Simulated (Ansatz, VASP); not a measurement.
## SiC: VASP beside Ansatz

Aim: how closely do two programs agree when they are given the same cell, functional and k mesh? The cell is taken from a series of runs on this material, whose earlier steps may have relaxed, scaled, displaced or heated it; both programs get it as it stands.

Calculated with Ansatz 0.2.0; plane waves, with VASP 6.6.1 beside it; relaxation of cell and atoms at PBE with D3(BJ).

## 1. The structure

The structure is hexagonal, space group P6_3mc (No. 186). The conventional cell has a = 3.072 Å, b = 3.072 Å, c = 10.058 Å, α = 90.00°, β = 90.00°, γ = 120.00°. Nearest to Si lie 4 C at 1.88 to 1.89 Å. Nearest to C lie 4 Si at 1.88 to 1.89 Å. Nearest to C lie 4 Si at 1.88 to 1.89 Å. Farther neighbours are not listed.

## 2. VASP: relaxation of cell and atoms, PBE with D3(BJ), pair 1

The relaxed volume is the usual yardstick between codes: in a stiff, nearly cubic crystal its relative difference is about their pressure difference at one cell divided by the bulk modulus.

Lines of VASP's logs that name or quote its potential files are left out, and so is its time.

INCAR reads:

```
SYSTEM = SiC
PREC = Accurate
ENCUT = 600
EDIFF = 1E-07
NELM = 120
ISMEAR = 0
SIGMA = 0.01
LREAL = .FALSE.
ALGO = Normal
GGA = PE
IVDW = 12
NBANDS = 24
LORBIT = 11
LWAVE = .FALSE.
LCHARG = .FALSE.
ISIF = 3
IBRION = 2
NSW = 80
EDIFFG = -0.005
LASPH = .TRUE.
GGA_COMPAT = .FALSE.
NELMIN = 4
EFERMI = MIDGAP
KPAR = 2
```

POSCAR reads:

```
SiC
1.0
    3.0722310000      0.0000000000      0.0000000000
   -1.5361150000      2.6606300000      0.0000000000
    0.0000000000      0.0000000000     10.0575030000
Si C
4 4
Direct
    0.6666665123      0.3333334586      0.9378277093
    0.3333331622      0.6666665414      0.4378276596
    0.0000000000      0.0000000000      0.6879071276
    0.0000000000      0.0000000000      0.1879071774
    0.6666665123      0.3333334586      0.7498157346
    0.3333331622      0.6666665414      0.2498156849
    0.0000000000      0.0000000000      0.5004483717
    0.0000000000      0.0000000000      0.0004484214
```

KPOINTS reads:

```
Automatic mesh
0
Gamma
9 9 4
0 0 0
```

Potentials, in the order of the species: Si and C (PBE family, release 64).

Run with:

```console
$ mpirun -np 2 vasp_std
```

Numbers of over 12 decimals in the logs are rounded to 6 here.

Output:

```text
[banner, memory and clock lines left out]
running    2 mpi-ranks, on    1 nodes
 distrk:  each k-point on    1 cores,    2 groups
 distr:  one band on    1 cores,    1 groups

 POSCAR found type information on POSCAR SiC
 POSCAR found :  2 types and       8 ions
 LDA part: xc-table for (Slater+PW92), standard interpolation
 POSCAR, INCAR and KPOINTS ok, starting setup
 FFT: planning ... GRIDC
 FFT: planning ... GRID_SOFT
 FFT: planning ... GRID
 WAVECAR not read
 entering main loop
       N       E                     dE             d eps       ncg     rms          rms(c)
DAV:   1     0.885380687443E+02    0.88538E+02   -0.16006E+04  1728   0.136E+03
DAV:   2    -0.601106117994E+02   -0.14865E+03   -0.13882E+03  2376   0.212E+02
DAV:   3    -0.676194137152E+02   -0.75088E+01   -0.74634E+01  2304   0.458E+01
DAV:   4    -0.677192026792E+02   -0.99789E-01   -0.99691E-01  2200   0.621E+00
DAV:   5    -0.677211674086E+02   -0.19647E-02   -0.19643E-02  2288   0.821E-01    0.178E+01
DAV:   6    -0.604395145800E+02    0.72817E+01   -0.21360E+01  2216   0.210E+01    0.796E+00
DAV:   7    -0.602612630480E+02    0.17825E+00   -0.21159E+00  2344   0.675E+00    0.340E+00
DAV:   8    -0.602304534892E+02    0.30810E-01   -0.12078E-01  2088   0.175E+00    0.986E-01
DAV:   9    -0.602277944095E+02    0.26591E-02   -0.17468E-02  2248   0.743E-01    0.163E-01
DAV:  10    -0.602282732664E+02   -0.47886E-03   -0.13729E-03  2232   0.196E-01    0.783E-02
DAV:  11    -0.602283524970E+02   -0.79231E-04   -0.19202E-04  2208   0.914E-02    0.160E-02
DAV:  12    -0.602283546514E+02   -0.21545E-05   -0.83535E-06  2232   0.162E-02    0.570E-03
DAV:  13    -0.602283555393E+02   -0.88792E-06   -0.54445E-07  2232   0.434E-03    0.203E-03
DAV:  14    -0.602283557368E+02   -0.19746E-06   -0.23553E-08  1592   0.101E-03    0.117E-03
DAV:  15    -0.602283557462E+02   -0.93651E-08   -0.18302E-08  1504   0.811E-04
   1 F= -.62651646E+02 E0= -.62651646E+02  d E =-.626516E+02
 curvature:   0.00 expect dE= 0.000E+00 dE for cont linesearch  0.000E+00
 trial: gam= 0.00000 g(F)=  0.262E-06 g(S)=  0.191E-03 ort = 0.000E+00 (trialstep = 0.100E+01)
 search vector abs. value=  0.191E-03
 bond charge predicted
       N       E                     dE             d eps       ncg     rms          rms(c)
DAV:   1    -0.602239121808E+02    0.44436E-02   -0.31227E-03  2128   0.360E-01    0.680E-02
DAV:   2    -0.602238560975E+02    0.56083E-04   -0.12175E-04  2192   0.606E-02    0.339E-02
DAV:   3    -0.602238442621E+02    0.11835E-04   -0.39757E-05  2184   0.303E-02    0.647E-03
DAV:   4    -0.602238431918E+02    0.10703E-05   -0.38672E-06  2216   0.951E-03    0.300E-03
DAV:   5    -0.602238434939E+02   -0.30217E-06   -0.29056E-07  1816   0.288E-03    0.234E-03
DAV:   6    -0.602238439016E+02   -0.40764E-06   -0.36721E-08  1360   0.118E-03    0.811E-04
DAV:   7    -0.602238438778E+02    0.23782E-07   -0.22695E-08  1256   0.755E-04
   2 F= -.62651648E+02 E0= -.62651648E+02  d E =-.255589E-05
 trial-energy change:   -0.000003  1 .order    0.000005   -0.000191    0.000201
 step:   0.5160(harm=  0.4875)  dis= 0.00003  next Energy=   -62.651696 (dE=-0.503E-04)
 bond charge predicted
       N       E                     dE             d eps       ncg     rms          rms(c)
DAV:   1    -0.602260989554E+02   -0.22551E-02   -0.72898E-04  2096   0.174E-01    0.329E-02
DAV:   2    -0.602260839705E+02    0.14985E-04   -0.28169E-05  2152   0.292E-02    0.164E-02
DAV:   3    -0.602260791179E+02    0.48526E-05   -0.92622E-06  2176   0.146E-02    0.312E-03
DAV:   4    -0.602260785131E+02    0.60485E-06   -0.90160E-07  2200   0.459E-03    0.145E-03
DAV:   5    -0.602260781633E+02    0.34982E-06   -0.65668E-08  1344   0.139E-03    0.103E-03
DAV:   6    -0.602260779465E+02    0.21674E-06   -0.13328E-08  1160   0.703E-04    0.154E-04
DAV:   7    -0.602260779550E+02   -0.85247E-08   -0.46290E-09  1032   0.373E-04
   3 F= -.62651696E+02 E0= -.62651696E+02  d E =-.505040E-04
 curvature:  -0.24 expect dE=-0.174E-06 dE for cont linesearch -0.151E-06
 trial: gam= 0.00000 g(F)=  0.321E-07 g(S)=  0.684E-06 ort =-0.109E-04 (trialstep = 0.903E+00)
 search vector abs. value=  0.716E-06
 reached required accuracy - stopping structural energy minimisation
```

From OUTCAR (step 2):

```text
ion  position               nearest neighbor table
   1  0.667  0.333  0.938-   8 1.88   8 1.88   8 1.88   5 1.89   3 3.08   3 3.08   3 3.08   4 3.08
                             4 3.08   4 3.08
   2  0.333  0.667  0.438-   7 1.88   7 1.88   7 1.88   6 1.89   4 3.08   4 3.08   4 3.08   3 3.08
                             3 3.08   3 3.08
   3  0.000  0.000  0.688-   5 1.88   5 1.88   5 1.88   7 1.89   1 3.08   1 3.08   1 3.08   2 3.08
                             2 3.08   2 3.08
   4  0.000  0.000  0.188-   6 1.88   6 1.88   6 1.88   8 1.89   2 3.08   2 3.08   2 3.08   1 3.08
                             1 3.08   1 3.08
   5  0.667  0.333  0.750-   3 1.88   3 1.88   3 1.88   1 1.89
   6  0.333  0.667  0.250-   4 1.88   4 1.88   4 1.88   2 1.89
   7  0.000  0.000  0.500-   2 1.88   2 1.88   2 1.88   3 1.89
   8  0.000  0.000  0.000-   1 1.88   1 1.88   1 1.88   4 1.89

  LATTYP: Found a hexagonal cell.
 ALAT       =     3.0722310000
 C/A-ratio  =     3.2736805924

 Subroutine GETGRP returns: Found 12 space group operations
 (whereof  6 operations were pure point group operations)

The static configuration has the point symmetry C_3v.
 The point group associated with its full space group is C_6v.

 Found     36 irreducible k-points:

   k-points           NKPTS =     36   k-points in BZ     NKDIM =     36   number of bands    NBANDS=     24

   dimension x,y,z NGX =    28 NGY =   28 NGZ =   80
   dimension x,y,z NGXF=    56 NGYF=   56 NGZF=  160

   ENCUT  =  600.0 eV  44.10 Ry    6.64 a.u.   6.14  6.14 20.09*2*pi/ulx,y,z

   NELECT =      32.0000    total number of electrons

 k-points in reciprocal lattice and weights: Automatic mesh
   0.00000000  0.00000000  0.00000000       0.003
   0.11111111  0.00000000  0.00000000       0.019
   0.22222222  0.00000000  0.00000000       0.019
   0.33333333  0.00000000  0.00000000       0.019
   0.44444444  0.00000000  0.00000000       0.019
   0.11111111  0.11111111  0.00000000       0.019
   0.22222222  0.11111111  0.00000000       0.037
   0.33333333  0.11111111  0.00000000       0.037
   0.44444444  0.11111111  0.00000000       0.019
[...]
0.33333333  0.22222222  0.50000000       0.037
   0.33333333  0.33333333  0.50000000       0.006

 Edisp (eV)   -2.42780

 average (electrostatic) potential at core
       1 -80.2931       2 -80.2931       3 -80.2501       4 -80.2501       5 -44.6440
       6 -44.6440       7 -44.7065       8 -44.7065

 E-fermi :   9.4322

 k-point     1 :       0.0000    0.0000    0.0000
  band No.  band energies     occupation
    ...
     12       7.6774      2.00000
     13       7.6774      2.00000
     14       8.2091      2.00000
     15       8.2611      2.00000
     16       8.2611      2.00000
     17      13.4140      0.00000
     18      13.9931      0.00000
     19      14.6358      0.00000
     20      14.6405      0.00000
     21      15.2802      0.00000
    ...

 k-point     2 :       0.1111    0.0000    0.0000
  band No.  band energies     occupation
    ...
     12       7.2944      2.00000
     13       7.3839      2.00000
     14       7.4947      2.00000
     15       8.0647      2.00000
     16       8.1630      2.00000
     17      13.6724      0.00000
     18      14.3164      0.00000
     19      14.3531      0.00000
     20      14.9592      0.00000
     21      15.1788      0.00000
    ...

 k-point     3 :       0.2222    0.0000    0.0000
  band No.  band energies     occupation
    ...
     12       5.9764      2.00000
     13       6.7377      2.00000
     14       6.7832      2.00000
     15       7.5974      2.00000
     16       7.8198      2.00000
     17      12.3796      0.00000
     18      12.9689      0.00000
     19      13.5781      0.00000
     20      14.6976      0.00000
     21      15.2692      0.00000
    ...

 Edisp (eV)   -2.42562

  Total       0.00704     0.00704     0.00380     0.00000     0.00000    -0.00000
  in kB       0.13724     0.13724     0.07404     0.00000     0.00000    -0.00000
  external pressure =        0.12 kB  Pullay stress =        0.00 kB

  energy-cutoff  :      600.00
  volume of cell :       82.13
      direct lattice vectors                 reciprocal lattice vectors
     3.071285668 -0.000000000  0.000000000     0.325596544  0.187983198  0.000000000
    -1.535642334  2.659811319 -0.000000000     0.000000000  0.375966518  0.000000000
     0.000000000  0.000000000 10.054066902    -0.000000000 -0.000000000  0.099462238

 POSITION                                       TOTAL-FORCE (eV/Angst)
 -----------------------------------------------------------------------------------
      1.53564      0.88660      9.42902        -0.000000      0.000000      0.000156
     -0.00000      1.77321      4.40198         0.000000      0.000000      0.000156
     -0.00000      0.00000      6.91624         0.000000      0.000000      0.000392
      0.00000     -0.00000      1.88921        -0.000000      0.000000      0.000392
      1.53564      0.88660      7.53869         0.000000     -0.000000     -0.000225
     -0.00000      1.77321      2.51166        -0.000000     -0.000000     -0.000225
      0.00000      0.00000      5.03154        -0.000000      0.000000     -0.000323
      0.00000     -0.00000      0.00450        -0.000000      0.000000     -0.000323
 -----------------------------------------------------------------------------------
    total drift:                                0.000315      0.000000     -0.000035

  FREE ENERGIE OF THE ION-ELECTRON SYSTEM (eV)
  ---------------------------------------------------
  free  energy   TOTEN  =       -62.6516961396 eV

  energy  without entropy=      -62.6516961396  energy(sigma->0) =      -62.65169614

 reached required accuracy - stopping structural energy minimisation

 total charge
# of ion       s       p       d       tot
------------------------------------------
    1        0.708   0.976   0.000   1.684
    2        0.708   0.976   0.000   1.684
    3        0.709   0.975   0.000   1.683
    4        0.709   0.975   0.000   1.683
    5        0.837   1.718   0.000   2.556
    6        0.837   1.718   0.000   2.556
    7        0.837   1.716   0.000   2.553
    8        0.837   1.716   0.000   2.553
--------------------------------------------------
tot          6.182  10.771   0.000  16.953

[... 3 further parts left out ...]
```

The run keeps the 12 symmetry operations of its start, so it cannot find a distortion of lower symmetry.

## 3. Ansatz: relaxation of cell and atoms, PBE with D3(BJ), pair 1

Ansatz runs on its default PAW (the set named soft_2) files.

The same cell, functional and mesh now go to Ansatz, which takes its cutoff from its data sets.

input.yaml reads:

```yaml
crystal:
  lattice:
    - [3.0722306442, 0.0, 0.0]
    - [-1.5361153221, 2.6606297842, 0.0]
    - [0.0, 0.0, 10.0575026184]
  atoms:
    - { symbol: Si, position: [0.6666666667, 0.3333333333, 0.937827701] }
    - { symbol: Si, position: [0.3333333333, 0.6666666667, 0.437827701] }
    - { symbol: Si, position: [0.0, 0.0, 0.6879071867] }
    - { symbol: Si, position: [0.0, 0.0, 0.1879071867] }
    - { symbol: C, position: [0.6666666667, 0.3333333333, 0.7498157326] }
    - { symbol: C, position: [0.3333333333, 0.6666666667, 0.2498157326] }
    - { symbol: C, position: [0.0, 0.0, 0.5004483797] }
    - { symbol: C, position: [0.0, 0.0, 0.0004483797] }
kpoints:
  mp_grid: { grid: [9, 9, 4] }
hamiltonian:
  xc: pbe
  dispersion: d3bj
scf:
  occupations: { method: fixed }
output:
  forces: true
  stress: true
  eigenvalues: true
  write_density: true
  write_potential: true
  elf: true
  volumetric_format: npy
relax:
  adjacent_minimum: "off"
  f_tol: 0.001
  max_steps: 60
  cell: { stress_tol: 0.01 }
```

Run with:

```console
$ ansatz run input.yaml --threads 4 --pin off --max-ram 7168MiB --backend cpu --events-out ev --progress --plain --runs-dir out
```

Output:

```text
Engine: ansatz 0.2.0, aarch64-unknown-linux-gnu
Pseudopotentials: kind: paw
Pseudopotential: Si, paw, valence charge 4, recommended cutoff 420 eV (normal), Si.paw.azcp
Pseudopotential: C, paw, valence charge 4, recommended cutoff 420 eV (normal), C.paw.azcp
Functional definition: PBE
  parameter kappa = 0.804
  parameter beta = 0.066725
  exchange = pbe_x(kappa = kappa, mu = beta*pi^2/3)
  correlation = pbe_c(beta = beta)
Crystal: 8 atoms, lattice volume = 82.211 Å³
Basis set: ecut = 420 eV, 1605 PW (Γ), exchange–correlation on 48×48×144 points (8 copies of the dense FFT grid, shifted against one another)
Bands: 24, of which v1, the nominal top of the filled ones, is band 16 counted from 1 (15 counted from 0)
Symmetry: 12 space group operations
Space group: P63mc (ITA 186), of the structure as read, at distance tolerance 4.3e-5 Å
k-points: 36 of 324 (time reversal used)
Non-local potential: Si, projectors of the file, l = 0: 2, l = 1: 2, l = 2: 2
Non-local potential: C, projectors of the file, l = 0: 2, l = 1: 2, l = 2: 1
PAW form: soft (Blöchl's): semilocal exchange-correlation on the pseudo side does not see the compensation charge
PAW one-centre angular grid: Si, 110 points (default); XC on 64 Gauss nodes
PAW one-centre angular grid: C, 110 points (default); XC on 64 Gauss nodes
Initial density: superposition of atomic densities (neutral atoms: chi_scale 0, normalization atom), corrected by the library's trained network
Initial wavefunctions: pseudopotential atomic-orbital guess
Functional: x = pbe(κ = 0.804, μ = 0.219515), c = pbe(β = 0.066725)
SCF iter   1: F=—  HF=-3551.043801 eV  |F-HF|=—  |Δ(HF+E_count)|=         —  Δρ=2.64e-3  dr2=6.08e-3  ethr=1.77e-3  ⟨swp⟩=4.4  Hψ=3891  notcnv=0  defer=204
preconditioner: auto → none  [insulator: Δε(μ)=2.315 eV  Ē_g=11.991 eV  n_scr=6 (ndim 8)  ℏωp=23.2 eV  f_vac=0.000  ε∞_Penn≈4.7]
SCF iter   2: F=—  HF=-3551.043569 eV  |F-HF|=—  |Δ(HF+E_count)|=   2.31e-4  Δρ=9.90e-4  dr2=5.02e-4  ethr=1.90e-5  ⟨swp⟩=2.4  Hψ=1778  notcnv=0  defer=216
SCF iter   3: F=—  HF=-3551.043636 eV  |F-HF|=—  |Δ(HF+E_count)|=   6.70e-5  Δρ=4.30e-4  dr2=6.52e-5  ethr=1.57e-6  ⟨swp⟩=2.0  Hψ=1241  notcnv=0  defer=216
SCF iter   4: F=—  HF=-3551.043665 eV  |F-HF|=—  |Δ(HF+E_count)|=   2.83e-5  Δρ=1.70e-4  dr2=2.49e-5  ethr=2.04e-7  ⟨swp⟩=2.0  Hψ=1314  notcnv=0  defer=196
SCF iter   5: F=—  HF=-3551.043666 eV  |F-HF|=—  |Δ(HF+E_count)|=   1.66e-6  Δρ=3.42e-5  dr2=4.77e-7  ethr=7.78e-8  ⟨swp⟩=2.1  Hψ=1195  notcnv=0  defer=206
SCF iter   6: F=-3551.043667 eV  HF=-3551.043667 eV  |F-HF|=1.41e-8  |Δ(HF+E_count)|=   9.67e-7  Δρ=8.59e-6  dr2=6.85e-8  ethr=3.13e-10  ⟨swp⟩=15.7  Hψ=7310  notcnv=0
SCF 1 converged in 6 iterations: F = -3551.043667 eV  dr2 = 6.85e-8
  greatest PAW one-centre occupation: 0.646 electrons in one spin orbital (limit 2), on the C atom at site 5 (counted from 0), in its partial waves of l = 0
relax step   1: F+E_penalty+E_count = -3551.04366717 eV  Δ(F+E_penalty+E_count) = +0.000e0 eV  max|allowed force component| = 4.263e-4 eV/Å  Δτ_max = 0.0000 Å  P = -0.001 GPa  Ω = 82.211 Å³  (6 SCF iters, dr2 threshold 1.00e-7 eV, accepted)
[...]
relax step   2: F+E_penalty+E_count = -3551.04366786 eV  Δ(F+E_penalty+E_count) = -6.887e-7 eV  max|allowed force component| = 5.492e-4 eV/Å  Δτ_max = 0.0000 Å  P = -0.000 GPa  Ω = 82.210 Å³  energy of the carried Pulay correction = +4.389e-7 eV  (4 SCF iters, dr2 threshold 8.80e-10 eV, accepted)
[...]
relax step   3: F+E_penalty+E_count = -3551.04366786 eV  Δ(F+E_penalty+E_count) = -1.514e-10 eV  max|allowed force component| = 5.402e-4 eV/Å  Δτ_max = 0.0000 Å  P = -0.000 GPa  Ω = 82.210 Å³  stress off target by 4.13e-3 GPa  SCF on the basis re-selected at this cell (its energy is not comparable with the rows above)  (7 SCF iters)
basis re-selected at this cell: Δ(F+E_penalty+E_count) = -1.514e-10 eV, ΔP = +0.000 GPa vs the last step (what re-selecting the basis moved, of the pressure what is left beyond the Pulay correction that the steps carried, after the strain that the cell walked since its last selection, with what the two solves' SCF thresholds leave and, on support functions, any second-order correction that the steps lacked; it is no  [...]
SCF converged after 7 iterations
Free energy (F): -3551.043668 eV
Harris-Foulkes:  -3551.043668 eV  (|F-HF|=1.36e-12)
Internal energy: -3551.043668 eV  (E = F + TS)
E sigma→0 (E₀):  -3551.043668 eV
Fermi energy:    9.632442 eV
--- Per-component energies (eV) ---
  E_band       = 116.926722
  E_kinetic    = 544.393773
  E_local      = -417.612895  (includes V_loc(G=0)·N_el)
  E_nonlocal   = 207.687650
  E_hartree    = 128.806260
  E_xc         = -422.551530
  E_vxc        = -438.185272  (∫ρ·V_xc dr)
  E_paw        = -2448.468880  (= ΣΔE_a)
  E_vpaw       = -36.969113  (= ΣTr[D̂ρ^β])
  E_aug_tail   = 0.000056  (compensation charges beyond the density's cutoff)
  E_ewald      = -1140.874311
  E_disp       = -2.423792  (pairwise vdW)
  E_smearing   = -0.000000  (= −TS)
  E_closure    = 0.000000  (closes the sum)
  Σ components = -3551.043668   (vs F -3551.043668, Δ=0.00e0)
--- Forces (eV/Å), atoms counted from 1 ---
  atom   1  Si     0.00000000     0.00000000    -0.00043236
  atom   2  Si    -0.00000000    -0.00000000    -0.00043236
  atom   3  Si    -0.00000000    -0.00000000    -0.00034060
  atom   4  Si     0.00000000     0.00000000    -0.00034060
  atom   5  C      0.00000000     0.00000000     0.00023334
  atom   6  C     -0.00000000    -0.00000000     0.00023334
  atom   7  C      0.00000000     0.00000000     0.00054043
  atom   8  C     -0.00000000    -0.00000000     0.00054043
  max |Σ_I F_I| component: 1.62e-6 eV/Å
--- Stress (GPa, compression-positive) ---
       -0.002361       0.000000      -0.000000
       -0.000000      -0.002361       0.000000
       -0.000000       0.000000       0.004128
  P = ⅓ Tr σ = -0.0002 GPa (-0.002 kbar)
--- Band table (eV; the first three rows and the last of 36) ---
  k-point 0: bands = [... 12 lower, 9.0483, 9.5818, 9.6324, 9.6324, 14.7706, 15.3493, 15.9779, 15.9972, ... 4 higher]
  k-point 1: bands = [... 12 lower, 9.2185, 9.2185, 9.5767, 9.5767, 14.8247, 15.2011, 16.1811, 16.2413, ... 4 higher]
  k-point 2: bands = [... 12 lower, 9.4259, 9.4259, 9.4259, 9.4259, 14.9792, 14.9792, 16.4418, 16.4418, ... 4 higher]
  k-point 35: bands = [... 12 lower, 6.8752, 6.8752, 7.1762, 7.1762, 12.8781, 12.8781, 16.3443, 16.3443, ... 4 higher]
--- Relaxed structure (2 steps of the walk, 2 accepted, 1 SCFs on fresh bases) ---
  F+E_penalty+E_count = -3551.04366786 eV   max|allowed force component| = 5.402e-4 eV/Å   (the final SCF, on the basis selected at the relaxed cell)
  cell:  # Å, volume = 82.2105 Å³
    - [3.072302, 0, 0]
    - [-1.536151, 2.660692, 0]
    - [0, 0, 10.057005]
  atoms:
    - { symbol: Si, position: [0.666667, 0.333333, 0.937831] }
    - { symbol: Si, position: [0.333333, 0.666667, 0.437831] }
    - { symbol: Si, position: [0, 0, 0.687911] }
    - { symbol: Si, position: [0, 0, 0.187911] }
    - { symbol: C, position: [0.666667, 0.333333, 0.749813] }
    - { symbol: C, position: [0.333333, 0.666667, 0.249813] }
    - { symbol: C, position: [0, 0, 0.500444] }
    - { symbol: C, position: [0, 0, 0.000444478] }
```

In the SCF lines HF is the Harris–Foulkes energy and dr2 the Hartree energy of the density residual, in eV; the loop may stop once dr2 is under the threshold and the program's other checks hold. Hψ counts applications of the Hamiltonian.

## 4. Comparison

Known differences besides the potentials themselves: fixed occupations in Ansatz, narrow Gaussian smearing in VASP; the cutoff is 420 eV in Ansatz and 600 eV in VASP; Ansatz adds a Pulay correction to the stress that steers its cell, VASP none. Total energies have different zeros and are not compared.

Compared:

```tsv
quantity	Ansatz	VASP	difference
volume (Å³)	82.21	82.13	+0.10 %
edge a after relaxation, in the typed setting (Å)	3.072	3.071	+0.03 %
edge c after relaxation, in the typed setting (Å)	10.057	10.054	+0.03 %
```

(Part 1 of 2 ends here.)

[Lines on the potential files, build, host, timing and source positions are cut from VASP's logs without a mark.]

[Logs are printed without paths, hosts, clocks, repeated set-up lines and the standing remarks that a program may print on its own settings, such as how far it seeks lower states.]

[Hosts, paths, dates, database ids (printed as entryN), source tags and the programs' standing remarks are cut or masked in the printed files.]
